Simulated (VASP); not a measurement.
Hf2Pd2Se2Br2O3, 11 atoms in the cell. The typed cell holds 11 atoms: a = 5.761 Å, b = 5.870 Å, c = 6.872 Å, α = 96.27°, β = 102.51°, γ = 95.11°. The cell was built by a generator and needn't be a form met in nature.

```yaml
Program: VASP 6.6.1
Task: relaxation of cell and atoms
Functional: r2SCAN
Potentials_or_basis: VASP PAW PBE potentials, release 64 (Hf_pv, Pd, Se, Br, O)
Cutoff: 600 eV
k_mesh: 5 × 5 × 4
Occupations: fermi-dirac, width 0.05 eV
Spin: no spin polarisation
Further_INCAR_settings: ALGO = Normal; EDIFF = 1e-07; IBRION = 2; EDIFFG = -0.02; NSW = 60; ISIF = 3
```

Potentials or basis: VASP PAW PBE potentials, release 64 (Hf_pv, Pd, Se, Br, O).

The run is started by

```sh
$ cat potpaw_PBE.64/Hf_pv/POTCAR potpaw_PBE.64/Pd/POTCAR potpaw_PBE.64/Se/POTCAR potpaw_PBE.64/Br/POTCAR potpaw_PBE.64/O/POTCAR > POTCAR
$ mpirun -np 4 vasp_std > vasp.out
```

Hardware: 4 MPI ranks on Intel(R) Xeon(R) Platinum 8488C (Sapphire Rapids), with other jobs on the host.

Q: How long does it take, and how much memory?

A: Run time: 65 min on 4 MPI ranks on Intel(R) Xeon(R) Platinum 8488C (Sapphire Rapids), on a shared host, peak memory 0.92 GiB a rank. Counts: scf iterations 142, k points 51, ion steps 13.
